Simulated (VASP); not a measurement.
Input:

```xyz
72
Lattice="4.6933 -8.1290 0.0000 4.6933 8.1290 0.0000 0.0000 0.0000 10.0192" Properties=species:S:1:pos:R:3 pbc="T T T"
Al     1.5585    -0.9013     2.4990
Al     1.5571     0.9055     0.0025
Al     1.5511    -0.8960     7.5197
Al     1.5581     0.9055     5.0076
Al     3.1219     1.8078     2.4988
Al     3.1332     3.6132     0.0001
Al     3.1151     1.8091     7.5193
Al     3.1331     3.6147     5.0161
Al     4.6934     4.5142     2.4991
Al     4.6931     6.3171    10.0188
Al     4.6916     4.5138     7.5232
Al     4.6909     6.3158     5.0165
Al     3.1257    -3.6196     2.4997
Al     3.1262    -1.8086     9.9949
Al     3.1261    -3.6251     7.5195
Al     3.0613    -1.8391     5.0265
Al     4.6970    -0.9089     2.4299
Al     4.6914     0.9007     9.9958
Al     4.6905    -0.9058     7.4864
Al     4.6866     0.9717     5.0250
Al     6.2595     1.8074     2.4990
Al     6.2523     3.6127     0.0006
Al     6.2648     1.8103     7.5191
Al     6.2489     3.6149     5.0168
Al     4.6902    -6.3207     2.5053
Al     4.6926    -4.5208     0.0009
Al     4.6883    -6.3219     7.5140
Al     4.6896    -4.5135     5.0074
Al     6.2611    -3.6200     2.4969
Al     6.2605    -1.8085     9.9942
Al     6.2556    -3.6262     7.5165
Al     6.3185    -1.8427     5.0179
Al     7.8298    -0.9017     2.4963
Al     7.8250     0.9050     0.0013
Al     7.8309    -0.8971     7.5166
Al     7.8190     0.9043     5.0072
N      1.5382    -0.9022     4.4202
N      1.5610     0.9034     1.9223
N      1.5621    -0.9023     9.4390
N      1.5596     0.9037     6.9292
N      3.1137     1.8240     4.4194
N      3.1309     3.6104     1.9144
N      3.1258     1.8050     9.4392
N      3.1285     3.6110     6.9329
N      4.6908     4.5157     4.4268
N      4.6944     6.3198     1.9149
N      4.6930     4.5147     9.4343
N      4.6921     6.3195     6.9339
N      3.1135    -3.6295     4.4206
N      3.1215    -1.8117     1.9076
N      3.1267    -3.6163     9.4385
N      3.1127    -1.8135     6.9516
N      4.6908     0.9064     1.9092
N      4.6929    -0.9069     9.4228
N      4.6898     0.9140     6.9498
N      6.2625     1.8226     4.4202
N      6.2563     3.6106     1.9154
N      6.2563     1.8049     9.4389
N      6.2543     3.6117     6.9336
N      4.6877    -6.3192     4.4269
N      4.6926    -4.5144     1.9217
N      4.6907    -6.3221     9.4324
N      4.6903    -4.5151     6.9293
N      6.2670    -3.6318     4.4185
N      6.2687    -1.8129     1.9041
N      6.2585    -3.6159     9.4364
N      6.2671    -1.8138     6.9459
N      7.8421    -0.9033     4.4184
N      7.8205     0.9028     1.9211
N      7.8237    -0.9029     9.4363
N      7.8183     0.9031     6.9285
C      4.6885    -0.9059     4.4696
```
Cell charge +1.

Level of theory: HSE06 screened hybrid, VASP's PBE PAW potentials (set 64) (plane waves; VASP). Numerical set-up: PREC = Normal, LREAL = Auto, ISYM = 0, NELECT = 286.0, EDIFF = 1E-5, 400 eV cut-off, 1×1×1 Γ-centred mesh, Gaussian smearing of 0.050 eV, potentials Al N C.

The cell is charged, with a uniform compensating background. The supercell is sampled at Γ alone, which is coarse: total energies, pressure and levels can be off, energies of defects by several tenths of an eV.

Question: Estimate the energy per atom (σ→0).

Answer: 
energy per atom (σ→0): -8.707 eV/atom

The cell is a supercell with a defect, built from AlN (wurtzite): C_N, charge +1. The cell's shape comes from a PBE relaxation. The run is not spin-polarised, so no state with unpaired spins was tried.
